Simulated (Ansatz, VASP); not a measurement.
# ZrCdS3: VASP beside Ansatz

One calculation is typed for both programs; each brings its own data sets. How far apart do they land? The cell is generated by rule, not measured, and may not be a known phase. The cell is taken from a series of runs on this material, whose earlier steps may have relaxed, scaled, displaced or heated it; both programs get it as it stands.

Calculated with Ansatz 0.2.0; plane waves, with VASP 6.6.1 beside it; relaxation of cell and atoms at PBEsol.

### Step 1. The structure

The structure is trigonal, space group R3c (No. 161). The conventional cell has a = 6.535 Å, b = 6.535 Å, c = 17.562 Å, α = 90.00°, β = 90.00°, γ = 120.00°. Nearest to Cd lie 6 S at 2.57 to 2.85 Å. Nearest to Zr lie 6 S at 2.54 to 2.55 Å. S has 2 Zr at 2.54 to 2.55 Å and 2 Cd at 2.57 to 2.85 Å nearest. Farther neighbours and most contacts between anions are not listed.

### Step 2. VASP: relaxation of cell and atoms, PBEsol, pair 1

The relaxed volume is the usual yardstick between codes: in a stiff, nearly cubic crystal its relative difference is about their pressure difference at one cell divided by the bulk modulus.

Lines of VASP's logs that name or quote its potential files are left out, and so is its time.

INCAR

```
SYSTEM = ZrCdS3
PREC = Accurate
ENCUT = 500
EDIFF = 1E-07
NELM = 120
ISMEAR = 0
SIGMA = 0.01
LREAL = .FALSE.
ALGO = Normal
GGA = PS
NBANDS = 52
LASPH = .TRUE.
LORBIT = 11
LWAVE = .FALSE.
LCHARG = .FALSE.
ISIF = 3
IBRION = 2
NSW = 80
EDIFFG = -0.005
GGA_COMPAT = .FALSE.
NELMIN = 4
EFERMI = MIDGAP
KPAR = 2
```

POSCAR

```
ZrCdS3
1.0
    3.2675590000      1.8865260000      5.8541530000
   -3.2675590000      1.8865260000      5.8541530000
    0.0000000000     -3.7730520000      5.8541530000
Cd Zr S
2 2 6
Direct
    0.7165295589      0.7165295589      0.7165295589
    0.2165295873      0.2165295873      0.2165295873
    0.5173271579      0.5173271579      0.5173271579
    0.0173271294      0.0173271294      0.0173271294
    0.9006951728      0.2771244890      0.6332821321
    0.1332820831      0.7771244743      0.4006951511
    0.7771244605      0.4006951443      0.1332821037
    0.2771245028      0.6332821116      0.9006951795
    0.4006951649      0.1332820899      0.7771244537
    0.6332821183      0.9006951933      0.2771244822
```

KPOINTS

```
Automatic mesh
0
Gamma
6 6 6
0 0 0
```

The projector-augmented-wave data sets are Cd, Zr_sv and S (PBE family, release 64).

The run is started by

```console
> mpirun -np 2 vasp_std
```

Numbers of over 12 decimals in the logs are rounded to 6 here.

Output:

```text
[banner, memory and clock lines left out]
running    2 mpi-ranks, on    1 nodes
 distrk:  each k-point on    1 cores,    2 groups
 distr:  one band on    1 cores,    1 groups

 POSCAR found type information on POSCAR CdZrS
 POSCAR found :  3 types and      10 ions
|                                                                             |
|               ----> ADVICE to this user running VASP <----                  |
|                                                                             |
|     You enforced a specific xc type in the INCAR file but a different       |
|     [... a line on the potential file left out ...]
|     I HOPE YOU KNOW WHAT YOU ARE DOING!                                     |
|                                                                             |

 LDA part: xc-table for (Slater+PW92), standard interpolation
 POSCAR, INCAR and KPOINTS ok, starting setup
 FFT: planning ... GRIDC
 FFT: planning ... GRID_SOFT
 FFT: planning ... GRID
 WAVECAR not read
 entering main loop
       N       E                     dE             d eps       ncg     rms          rms(c)
DAV:   1     0.652150007466E+03    0.65215E+03   -0.39674E+04  3328   0.145E+03
DAV:   2    -0.469014921427E+01   -0.65684E+03   -0.63539E+03  3780   0.373E+02
DAV:   3    -0.600751108878E+02   -0.55385E+02   -0.54867E+02  4472   0.971E+01
DAV:   4    -0.630647022607E+02   -0.29896E+01   -0.29830E+01  5304   0.178E+01
DAV:   5    -0.631679178916E+02   -0.10322E+00   -0.10320E+00  4300   0.260E+00    0.246E+01
DAV:   6    -0.577560597704E+02    0.54119E+01   -0.15882E+01  4016   0.211E+01    0.139E+01
DAV:   7    -0.577053548579E+02    0.50705E-01   -0.23973E+00  4788   0.591E+00    0.755E+00
DAV:   8    -0.576831840706E+02    0.22171E-01   -0.32776E-01  4128   0.303E+00    0.953E-01
DAV:   9    -0.576683900109E+02    0.14794E-01   -0.95119E-02  3864   0.140E+00    0.514E-01
DAV:  10    -0.576681952120E+02    0.19480E-03   -0.55051E-03  4400   0.313E-01    0.341E-01
DAV:  11    -0.576683246187E+02   -0.12941E-03   -0.31040E-03  3776   0.223E-01    0.119E-01
DAV:  12    -0.576682834363E+02    0.41182E-04   -0.31888E-04  4012   0.791E-02    0.645E-02
DAV:  13    -0.576682832426E+02    0.19372E-06   -0.33998E-05  4196   0.226E-02    0.226E-02
DAV:  14    -0.576682847881E+02   -0.15455E-05   -0.47580E-06  4188   0.101E-02    0.827E-03
DAV:  15    -0.576682847763E+02    0.11717E-07   -0.12645E-06  4484   0.448E-03    0.243E-03
DAV:  16    -0.576682848589E+02   -0.82581E-07   -0.55698E-07  3136   0.283E-03
   1 F= -.57668285E+02 E0= -.57668285E+02  d E =-.576683E+02
[...]
2 F= -.57668508E+02 E0= -.57668508E+02  d E =-.222926E-03
[...]
3 F= -.57668652E+02 E0= -.57668652E+02  d E =-.367141E-03
[...]
4 F= -.57668758E+02 E0= -.57668758E+02  d E =-.105971E-03
[...]
5 F= -.57668843E+02 E0= -.57668843E+02  d E =-.191136E-03
[...]
6 F= -.57668859E+02 E0= -.57668859E+02  d E =-.156865E-04
[...]
7 F= -.57668878E+02 E0= -.57668878E+02  d E =-.351243E-04
 curvature:  -2.51 expect dE=-0.248E-04 dE for cont linesearch -0.317E-07
 trial: gam= 0.61469 g(F)=  0.462E-05 g(S)=  0.527E-05 ort =-0.497E-06 (trialstep = 0.192E+01)
 search vector abs. value=  0.167E-04
 bond charge predicted
       N       E                     dE             d eps       ncg     rms          rms(c)
DAV:   1    -0.576688778684E+02    0.47992E-06   -0.73488E-03  3336   0.452E-01    0.323E-02
DAV:   2    -0.576688953429E+02   -0.17474E-04   -0.26182E-04  3844   0.813E-02    0.141E-02
DAV:   3    -0.576688941589E+02    0.11840E-05   -0.56076E-06  4480   0.113E-02    0.939E-03
DAV:   4    -0.576688938445E+02    0.31438E-06   -0.19292E-06  4352   0.611E-03    0.324E-03
DAV:   5    -0.576688940819E+02   -0.23745E-06   -0.23621E-07  3072   0.206E-03    0.123E-03
DAV:   6    -0.576688942081E+02   -0.12617E-06   -0.26671E-08  1964   0.836E-04    0.626E-04
DAV:   7    -0.576688942933E+02   -0.85191E-07   -0.13592E-08  1900   0.547E-04
   8 F= -.57668894E+02 E0= -.57668894E+02  d E =-.160328E-04
 ZBRENT: can't locate minimum, use default step
 trial-energy change:   -0.000016  1 .order   -0.000016   -0.000018   -0.000014
 step:   7.6704(harm=  7.7436)  dis= 0.00347  next Energy=   -57.668915 (dE=-0.371E-04)
 reached required accuracy - stopping structural energy minimisation
```

Parts of OUTCAR (step 2):

```text
ion  position               nearest neighbor table
   1  0.717  0.717  0.717-   6 2.57   9 2.57   7 2.57   8 2.85   5 2.85  10 2.85   3 3.50   4 3.82
                             4 3.82   4 3.82
   2  0.217  0.217  0.217-   8 2.57  10 2.57   5 2.57   6 2.85   7 2.85   9 2.85   4 3.50   3 3.82
                             3 3.82   3 3.82
   3  0.517  0.517  0.517-   9 2.54   7 2.54   6 2.54   8 2.55   5 2.55  10 2.55   1 3.50   2 3.82
                             2 3.82   2 3.82
   4  0.017  0.017  0.017-  10 2.54   5 2.54   8 2.54   6 2.55   7 2.55   9 2.55   2 3.50   1 3.82
                             1 3.82   1 3.82
   5  0.901  0.277  0.633-   4 2.54   3 2.55   2 2.57   1 2.85
   6  0.133  0.777  0.401-   3 2.54   4 2.55   1 2.57   2 2.85
   7  0.777  0.401  0.133-   3 2.54   4 2.55   1 2.57   2 2.85
   8  0.277  0.633  0.901-   4 2.54   3 2.55   2 2.57   1 2.85
   9  0.401  0.133  0.777-   3 2.54   4 2.55   1 2.57   2 2.85
  10  0.633  0.901  0.277-   4 2.54   3 2.55   2 2.57   1 2.85

  LATTYP: Found a trigonal (rhomboedric) cell.
 ALAT       =     6.9646988100
 COS(alpha) =     0.5597775446

 Subroutine GETGRP returns: Found  6 space group operations
 (whereof  3 operations were pure point group operations)

The static configuration has the point symmetry C_3 .
 The point group associated with its full space group is C_3v.

 Found     32 irreducible k-points:

   k-points           NKPTS =     32   k-points in BZ     NKDIM =     32   number of bands    NBANDS=     52

   dimension x,y,z NGX =    54 NGY =   54 NGZ =   54
   dimension x,y,z NGXF=   108 NGYF=  108 NGZF=  108

   ENCUT  =  500.0 eV  36.75 Ry    6.06 a.u.  12.70 12.70 12.70*2*pi/ulx,y,z

   NELECT =      84.0000    total number of electrons

 k-points in reciprocal lattice and weights: Automatic mesh
   0.00000000  0.00000000  0.00000000       0.005
   0.16666667 -0.00000000  0.00000000       0.028
   0.33333333  0.00000000  0.00000000       0.028
   0.50000000  0.00000000  0.00000000       0.014
   0.16666667  0.16666667  0.00000000       0.028
   0.33333333  0.16666667  0.00000000       0.056
   0.50000000  0.16666667  0.00000000       0.056
  -0.33333333  0.16666667 -0.00000000       0.056
  -0.16666667  0.16666667  0.00000000       0.028
[...]
-0.33333333  0.50000000  0.33333333       0.028
   0.50000000  0.50000000  0.50000000       0.005

 average (electrostatic) potential at core
       1 -36.6573       2 -36.6573       3 -79.7885       4 -79.7886       5 -86.5271
       6 -86.5271       7 -86.5271       8 -86.5271       9 -86.5271      10 -86.5271

 E-fermi :   4.4662

 k-point     1 :       0.0000    0.0000    0.0000
  band No.  band energies     occupation
    ...
     38       3.4878      2.00000
     39       3.4878      2.00000
     40       3.7949      2.00000
     41       3.7949      2.00000
     42       3.8087      2.00000
     43       5.1191      0.00000
     44       5.1472      0.00000
     45       5.1472      0.00000
     46       6.3219      0.00000
     47       6.3219      0.00000
    ...

 k-point     2 :       0.1667   -0.0000    0.0000
  band No.  band energies     occupation
    ...
     38       3.1832      2.00000
     39       3.4804      2.00000
     40       3.5194      2.00000
     41       3.6265      2.00000
     42       3.7626      2.00000
     43       5.2676      0.00000
     44       5.3966      0.00000
     45       5.4492      0.00000
     46       6.4018      0.00000
     47       6.4709      0.00000
    ...

 k-point     3 :       0.3333    0.0000    0.0000
  band No.  band energies     occupation
    ...
     38       2.9324      2.00000
     39       3.2933      2.00000
     40       3.3106      2.00000
     41       3.5775      2.00000
     42       3.6636      2.00000
     43       5.5047      0.00000
     44       5.6391      0.00000
     45       5.8722      0.00000
     46       6.2877      0.00000
     47       6.5738      0.00000
    ...

  Total        0.0171288      0.0171288     -0.0151845      0.0000000      0.0000000      0.0000000
  in kB        0.1264503      0.1264503     -0.1120966      0.0000000      0.0000000      0.0000000
  external PRESSURE =       0.0469347 kB  Pullay stress =       0.0000000 kB

  energy-cutoff  :      500.00
  volume of cell :      217.03
      direct lattice vectors                 reciprocal lattice vectors
     3.269651514  1.887734114  5.860354873     0.152921496  0.088289270  0.056879377
    -3.269651514  1.887734114  5.860354873    -0.152921496  0.088289270  0.056879377
     0.000000000 -3.775468227  5.860354873     0.000000000 -0.176578540  0.056879377

 POSITION                                       TOTAL-FORCE (eV/Angst)
 -----------------------------------------------------------------------------------
      0.00000      0.00000     12.59750        -0.000000      0.000000     -0.000472
      0.00000      0.00000      3.80697        -0.000000      0.000000     -0.000472
      0.00000      0.00000      9.09806        -0.000000      0.000000      0.004729
      0.00000      0.00000      0.30752        -0.000000      0.000000      0.004729
      2.03872     -0.17203     10.61269         0.001111      0.000549     -0.001419
     -2.10131      0.20817      7.68251         0.000079     -0.001237     -0.001419
      1.23093      1.71571      7.68251        -0.001111      0.000549     -0.001419
     -1.16834     -1.67957     10.61269        -0.000079     -0.001237     -0.001419
      0.87038     -1.92387      7.68251         0.001031      0.000687     -0.001419
     -0.87038      1.85159     10.61269        -0.001031      0.000687     -0.001419
 -----------------------------------------------------------------------------------
    total drift:                                0.000123      0.000016      0.000568

  FREE ENERGIE OF THE ION-ELECTRON SYSTEM (eV)
  ---------------------------------------------------
  free  energy   TOTEN  =       -57.6688942933 eV

  energy  without entropy=      -57.6688942933  energy(sigma->0) =      -57.66889429

 reached required accuracy - stopping structural energy minimisation

 total charge
# of ion       s       p       d       tot
------------------------------------------
    1        0.390   0.281   9.577  10.248
    2        0.390   0.281   9.577  10.248
    3        2.183   6.018   1.436   9.637
    4        2.183   6.018   1.436   9.637
    5        1.327   2.409   0.000   3.736
    6        1.327   2.409   0.000   3.736
    7        1.327   2.409   0.000   3.736
    8        1.327   2.409   0.000   3.736
    9        1.327   2.409   0.000   3.736
   10        1.327   2.409   0.000   3.736
--------------------------------------------------
tot         13.106  27.052  22.028  62.186

[... 3 further parts left out ...]
```

CONTCAR:

```
ZrCdS3
   1.00000000000000
     3.2696515141975380    1.8877341135043400    5.8603548734929056
    -3.2696515141975380    1.8877341135043400    5.8603548734929056
     0.0000000000000000   -3.7754682270086799    5.8603548734929056
  Cd              Zr              S
     2     2     6
Direct
     0.7165379260753054    0.7165379260753054    0.7165379260753054
     0.2165379544753079    0.2165379544753079    0.2165379544753079
     0.5174917537647806    0.5174917537647806    0.5174917537647806
     0.0174917252647837    0.0174917252647837    0.0174917252647837
     0.9002185813592083    0.2766911811069362    0.6340190683937683
     0.1340190193937705    0.7766911664069349    0.4002185596592110
     0.7766911526069321    0.4002185528592112    0.1340190399937659
     0.2766911949069319    0.6340190478937746    0.9002185880592063
     0.4002185734592066    0.1340190261937704    0.7766911458069324
     0.6340190545937726    0.9002186018592090    0.2766911743069364
```

The run keeps the 6 symmetry operations of its start, so it cannot find a distortion of lower symmetry.

[end of part 1 of 2]

[Lines on the potential files, build, host, timing and source positions are cut from VASP's logs without a mark.]

[Logs are printed without paths, hosts, clocks, repeated set-up lines and the standing remarks that a program may print on its own settings, such as how far it seeks lower states.]

[Hosts, paths, dates, database ids (printed as entryN), source tags and the programs' standing remarks are cut or masked in the printed files.]
